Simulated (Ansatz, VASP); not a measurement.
## SiC (Moissanite): VASP beside Ansatz

Wanted: the spread between two codes on one cell, functional and k mesh. The cell is taken from a series of runs on this material, whose earlier steps may have relaxed, scaled, displaced or heated it; both programs get it as it stands.

Calculated with Ansatz 0.2.0; plane waves, with VASP 6.6.1 beside it; HSE06 form with 60 % exact exchange, screening 0.2078 1/A with an exact-exchange share of 0.6.

### 1. Set-up

It takes space group P6_3mc (No. 186, hexagonal). The conventional cell has a = 3.081 Å, b = 3.081 Å, c = 15.125 Å, α = 90.00°, β = 90.00°, γ = 120.00°. Si has 4 C at 1.88 to 1.90 Å nearest. Si has 4 C at 1.89 Å nearest. Nearest to C lie 4 Si at 1.88 to 1.89 Å. C has 4 Si at 1.89 Å nearest. C has 4 Si at 1.89 to 1.90 Å nearest. Farther neighbours are not listed.

### 2. Ansatz: G0W0 gap, HSE06 form with 60 % exact exchange, screening 0.2078 1/A with an exact-exchange share of 0.6

Ansatz runs on its PAW soft_1 files.

Quasiparticle shifts depend on high empty states and on the cores, so they are the hardest test of two PAW sets.

input.yaml reads:

```yaml
crystal:
  lattice:
    - [3.081, 0.0, 0.0]
    - [-1.5405, 2.6682242691, 0.0]
    - [0.0, 0.0, 15.1248]
  atoms:
    - { symbol: Si, position: [0.0, 0.0, 0.0] }
    - { symbol: Si, position: [0.0, 0.0, 0.5] }
    - { symbol: Si, position: [0.3333333333, 0.6666666667, 0.1664] }
    - { symbol: Si, position: [0.6666666667, 0.3333333333, 0.6664] }
    - { symbol: Si, position: [0.6666666667, 0.3333333333, 0.3329] }
    - { symbol: Si, position: [0.3333333333, 0.6666666667, 0.8329] }
    - { symbol: C, position: [0.3333333333, 0.6666666667, 0.0412] }
    - { symbol: C, position: [0.6666666667, 0.3333333333, 0.5412] }
    - { symbol: C, position: [0.6666666667, 0.3333333333, 0.208] }
    - { symbol: C, position: [0.3333333333, 0.6666666667, 0.708] }
    - { symbol: C, position: [0.0, 0.0, 0.3746] }
    - { symbol: C, position: [0.0, 0.0, 0.8746] }
kpoints:
  mp_grid: { grid: [6, 6, 2] }
hamiltonian:
  xc:
    exchange: pbe
    correlation: pbe
    exx: { coeff: 0.6, omega: 0.2078 }
  pseudopotentials: { kind: paw, azcp: { folder: soft_1 } }
scf:
  occupations: { method: fixed }
gw:
  n_empty_bands: 518
  ecut_chi: 150.0
  qp_bands: [v4, c4]
  qp_kpoints: band_edges
  screening: { model: contour_deformation }
```

Command:

```sh
$ ansatz run input.yaml --threads 3 --pin off --max-ram 92160MiB --backend cuda --events-out ev --progress --plain --runs-dir out --devices 1 --max-vram 13GiB
```

Numbers of over 12 decimals in the logs are rounded to 6 here.

What it wrote:

```text
GPUs: using 1 of 1 available (devices: 1).
Engine: ansatz 0.2.0, x86_64-unknown-linux-gnu
Pseudopotentials: kind: paw
Pseudopotential: Si, paw, valence charge 4, recommended cutoff 420 eV (normal), soft_1/Si.paw.azcp
Pseudopotential: C, paw, valence charge 4, recommended cutoff 420 eV (normal), soft_1/C.paw.azcp
Functional definition: unnamed
  parameter a_1 = 0.6
  parameter omega_1 = 0.2078/angstrom
  exchange = pbe_x + (-a_1)*pbe_x_sr(omega_1) + a_1*exact_x_sr(omega_1)
  correlation = pbe_c
davidson cushion auto → on  (no smearing: the cushion is to keep the highest requested band from converging to the state above it; pin scf.eigensolver.cushion to override)
device memory: the entry about to start is reckoned to put 2.1 GiB on a device that reports 37.4 GiB free (of which the cap on the GPU budget leaves the run 13.0 GiB)
GPU FFT provider: cuFFT
GPU libraries: cuBLAS 13.8.2, cuFFT 12.4.0, cuSOLVER 12.3.4
Crystal: 12 atoms, lattice volume = 124.338 Å³
Basis set: ecut = 420 eV, 2415 PW (Γ)
Bands: 36, of which v1, the nominal top of the filled ones, is band 24 counted from 1 (23 counted from 0)
Symmetry: 12 space group operations
Space group: P63mc (ITA 186), of the structure as read, at distance tolerance 5.0e-5 Å
k-points: 14 of 72
Non-local potential: Si, projectors of the file, l = 0: 2, l = 1: 2, l = 2: 1
Non-local potential: C, projectors of the file, l = 0: 2, l = 1: 2, l = 2: 1
PAW form: soft (Blöchl's): semilocal exchange-correlation on the pseudo side does not see the compensation charge
PAW frozen core: Si, regenerated for the run's functional, and the local potential with it (the file was generated under x = pbe(κ = 0.804, μ = 0.219515), c = pbe(β = 0.066725))
PAW frozen core: C, regenerated for the run's functional, and the local potential with it (the file was generated under x = pbe(κ = 0.804, μ = 0.219515), c = pbe(β = 0.066725))
PAW one-centre angular grid: Si, 110 points (default); XC on 64 Gauss nodes
PAW one-centre angular grid: C, 110 points (default); XC on 64 Gauss nodes
Initial density: superposition of atomic densities (chi_scale 0.1, normalization cell, long waves kept (reshape's long-wave potential 0.00 eV rms))
Initial wavefunctions: pseudopotential atomic-orbital guess
GPU buffer pool allocated for 62208 grid points (all kernels)
GPU transforms: local potential and band sums: pruned to the plane-wave sphere, on 24×24×108
Functional: x = pbe(κ = 0.804, μ = 0.219515), c = pbe(β = 0.066725), warm-up for x = pbe(κ = 0.804, μ = 0.219515) + 0.6 (exact − pbe) at short range (hse, ω = 0.2078 Å⁻¹), c = pbe(β = 0.066725)
SCF iter   1: F=—  HF=-5331.898503 eV  |F-HF|=—  |Δ(HF+E_count)|=         —  Δρ=1.39e-1  dr2=2.93e1  ethr=1.00e-1  ⟨swp⟩=4.7  Hψ=1990  notcnv=0
preconditioner: auto → none  [insulator: Δε(μ)=3.783 eV  Ē_g=12.798 eV  n_scr=10 (ndim 8)  ℏωp=23.1 eV  f_vac=0.000]
iter 2 solved again at ethr=3.81e-3 eV; its pass at ethr=6.11e-2 eV (dr2=1.83e0 eV) is discarded
SCF iter   2: F=—  HF=-5323.340098 eV  |F-HF|=—  |Δ(HF+E_count)|=    8.56e0  Δρ=4.94e-2  dr2=1.87e0  ethr=3.81e-3  ⟨swp⟩=3.3  Hψ=2616  notcnv=0
SCF iter   3: F=—  HF=-5322.869647 eV  |F-HF|=—  |Δ(HF+E_count)|=   4.70e-1  Δρ=2.00e-2  dr2=2.50e-1  ethr=3.81e-3  ⟨swp⟩=2.8  Hψ=1143  notcnv=0  defer=1
SCF iter   4: F=—  HF=-5322.894963 eV  |F-HF|=—  |Δ(HF+E_count)|=   2.53e-2  Δρ=4.58e-3  dr2=9.38e-2  ethr=5.20e-4  ⟨swp⟩=4.5  Hψ=1482  notcnv=0
SCF iter   5: F=—  HF=-5322.875075 eV  |F-HF|=—  |Δ(HF+E_count)|=   1.99e-2  Δρ=2.30e-3  dr2=7.75e-3  ethr=1.95e-4  ⟨swp⟩=4.6  Hψ=1374  notcnv=0  defer=1
SCF iter   6: F=—  HF=-5322.873335 eV  |F-HF|=—  |Δ(HF+E_count)|=   1.74e-3  Δρ=1.03e-3  dr2=1.35e-3  ethr=1.61e-5  ⟨swp⟩=3.6  Hψ=1596  notcnv=0
SCF iter   7: F=-5322.872850 eV  HF=-5322.872939 eV  |F-HF|=8.90e-5  |Δ(HF+E_count)|=   3.96e-4  Δρ=3.09e-4  dr2=1.19e-4  ethr=2.81e-6  ⟨swp⟩=2.9  Hψ=1158  notcnv=0
SCF 1 stopped early in 7 iterations: F = -5322.872850 eV  dr2 = 1.19e-4
  greatest PAW one-centre occupation: 0.647 electrons in one spin orbital (limit 2), on the C atom at site 7 (counted from 0), in its partial waves of l = 0
device memory: the entry about to start is reckoned to put 2.5 GiB on a device that reports 33.7 GiB free (of which the cap on the GPU budget leaves the run 13.0 GiB)
GPU FFT provider: cuFFT
GPU libraries: cuBLAS 13.8.2, cuFFT 12.4.0, cuSOLVER 12.3.4
Initial density: handed on by an earlier stage of this run
Initial wavefunctions: those handed on with the density
GPU buffer pool allocated for 62208 grid points (all kernels)
GPU transforms: local potential and band sums: pruned to the plane-wave sphere, on 24×24×108
Functional: x = pbe(κ = 0.804, μ = 0.219515) + 0.6 (exact − pbe) at short range (hse, ω = 0.2078 Å⁻¹), c = pbe(β = 0.066725)
[...]
k-point 2: bands = [... 20 lower, 7.0504, 7.1486, 7.6146, 7.7085, 15.4424, 15.8813, 15.9974, 16.7862, ... 4 higher]
  k-point 13: bands = [... 20 lower, 4.8677, 4.8677, 5.3023, 5.3023, 14.1265, 14.1265, 14.9142, 14.9142, ... 4 higher]
  guard bands above this table: 4 of the run's 36 bands. The solve was not asked for them (output.publish_guard_bands: true or output.eigenvalues: true publishes all)
--- G₀W₀: contour deformation, 6 samples at zero and on the imaginary axis and 2 off it, 72 q-points, 518 empty bands' worth ---
  eigenvalues of the whole cell's RPA ε∞ on this k-mesh (on a slab, of 1 + 4πα/V) = 4.5726, 4.6111, 4.6111; static W/v taken at q = 0 is 0.216971
  bands read: the sum over 542 bands ends inside a degenerate multiplet in 2 slots, whose members it reads at an even weight; the widest, k=1: bands 541 to 544 (counted from 1) at 2/4 each
  gw.qp_kpoints: band_edges: 10 of 14 stored k-points solved, in 1 pass; an edge of the gap read off the rows below is read off those points alone
    valence top: of the k-points left out ik 8 came nearest to being solved in a further pass, in band 24 (counted from 1, as in the quasiparticle table): it holds the edge there only if its correction is more favourable than any solved in that band by at least 0.678 eV; those differ by 0.167 eV
    conduction bottom: of the k-points left out ik 10 came nearest to being solved in a further pass, in band 25 (counted from 1, as in the quasiparticle table): it holds the edge there only if its correction is more favourable than any solved in that band by at least 1.012 eV; those differ by 0.230 eV
    ik  band        ε_KS         Σx   Σc(E_QP)       V_xc       Z   E_QP_lin       E_QP  E_QP is
     0    21      7.6561   -18.5147     1.7560   -17.2090  0.8368     8.1056     8.1065  root
     0    22      7.9724   -18.3724     1.6471   -17.1558  0.8383     8.4021     8.4029  root
     0    23      8.0022   -18.4674     1.6948   -17.2022  0.8377     8.4310     8.4318  root
     0    24      8.0022   -18.4674     1.6948   -17.2022  0.8377     8.4310     8.4318  root
     0    25     16.0987    -8.7006    -4.3564   -12.7461  0.8472    15.7882    15.7876  root
     0    26     16.2928    -8.5902    -4.3886   -12.6592  0.8464    15.9737    15.9732  root
     0    27     16.7294    -8.5593    -4.4361   -12.6509  0.8451    16.3855    16.3849  root
     0    28     17.3155    -8.3601    -4.5383   -12.5206  0.8418    16.9384    16.9377  root
     1    21      7.8881   -18.4786     1.7137   -17.2010  0.8375     8.3234     8.3242  root
     1    22      7.8881   -18.4786     1.7137   -17.2010  0.8375     8.3234     8.3242  root
     1    23      7.8881   -18.4786     1.7137   -17.2010  0.8375     8.3234     8.3242  root
     1    24      7.8881   -18.4786     1.7137   -17.2010  0.8375     8.3234     8.3242  root
     1    25     16.1739    -8.6637    -4.3677   -12.7172  0.8469    15.8601    15.8596  root
     1    26     16.1739    -8.6637    -4.3677   -12.7172  0.8469    15.8601    15.8596  root
     1    27     16.9943    -8.4441    -4.4774   -12.5652  0.8440    16.6385    16.6379  root
     1    28     16.9943    -8.4441    -4.4774   -12.5652  0.8440    16.6385    16.6379  root
     2    21      7.0504   -18.5340     1.8417   -17.1782  0.8354     7.5352     7.5363  root
     2    22      7.1486   -18.5247     1.8357   -17.1713  0.8356     7.6299     7.6309  root
     2    23      7.6146   -18.4105     1.7031   -17.1557  0.8374     8.0621     8.0629  root
     2    24      7.7085   -18.5830     1.7444   -17.2878  0.8370     8.1570     8.1578  root
     2    25     15.4424    -6.9762    -4.2691   -10.9857  0.8515    15.1831    15.1828  root
     2    26     15.8813    -7.0190    -4.3348   -11.0678  0.8491    15.5957    15.5952  root
     2    27     15.9974    -7.2681    -4.3098   -11.2998  0.8505    15.7196    15.7191  root
     2    28     16.7862    -7.1330    -4.4402   -11.2427  0.8463    16.4562    16.4556  root
[...]
13    21      4.8677   -18.2794     2.1376   -16.7605  0.8284     5.4843     5.4864  root
    13    22      4.8677   -18.2794     2.1376   -16.7605  0.8284     5.4843     5.4864  root
    13    23      5.3023   -18.4166     2.0747   -16.9382  0.8302     5.8967     5.8985  root
    13    24      5.3023   -18.4166     2.0747   -16.9382  0.8302     5.8967     5.8985  root
    13    25     14.1265    -6.5080    -4.0192   -10.3591  0.8552    13.9585    13.9583  root
    13    26     14.1265    -6.5080    -4.0192   -10.3591  0.8552    13.9585    13.9583  root
    13    27     14.9142    -6.8562    -4.1475   -10.7852  0.8515    14.6960    14.6957  root
    13    28     14.9142    -6.8562    -4.1475   -10.7852  0.8515    14.6960    14.6957  root
```

(Part 1 of 2 ends here.)

[Lines on the potential files, build, host, timing and source positions are cut from VASP's logs without a mark.]

[Logs are printed without paths, hosts, clocks, repeated set-up lines and the standing remarks that a program may print on its own settings, such as how far it seeks lower states.]

[Hosts, paths, dates, database ids (printed as entryN), source tags and the programs' standing remarks are cut or masked in the printed files.]
